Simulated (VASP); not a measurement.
Ti3Al (space group P6_3/mmc): the measured cell of entry 1545054 of the Crystallography Open Database is

```cif
data_Al2Ti6
_chemical_formula_sum 'Al2 Ti6'
_space_group_name_H-M_alt 'P63/mmc'
_space_group_IT_number 194
_space_group_name_Hall '-P 6c 2c'
_cell_length_a 5.76803
_cell_length_b 5.76803
_cell_length_c 4.64241
_cell_angle_alpha 90.000
_cell_angle_beta 90.000
_cell_angle_gamma 120.000
loop_
_atom_site_label
_atom_site_type_symbol
_atom_site_symmetry_multiplicity
_atom_site_Wyckoff_symbol
_atom_site_fract_x
_atom_site_fract_y
_atom_site_fract_z
_atom_site_occupancy
Al1 Al 2 c 0.33333 0.66667 0.25000 1
Ti1 Ti 6 h 0.33400 0.16700 0.25000 1
```

All values below come from PBEsol GGA, VASP's PBE PAW potentials (set 64) (plane waves; VASP). Settings: 400 eV cut-off, 7×7×8 Γ-centred mesh, tetrahedra with Blöchl corrections, potentials Al Ti_sv.

The calculation is for a static lattice at zero pressure; the measurement, at 300 K, holds thermal and zero-point expansion. The entry's conditions were not checked, so it may have been measured under pressure.

How far does the relaxed conventional cell lie from the measured one?

|  | measured | computed | difference |
|---|---|---|---|
| a (Å) | 5.768 | 5.677 | -1.6 % |
| c (Å) | 4.642 | 4.603 | -0.8 % |
| V (Å³/atom) | 16.72 | 16.06 | -4.0 % |

The structure comes from a measured Ti3Al entry (P6_3/mmc) of the Crystallography Open Database, whose conditions weren't checked. It was relaxed first. Symmetry was kept, so distortions that lower it aren't found.
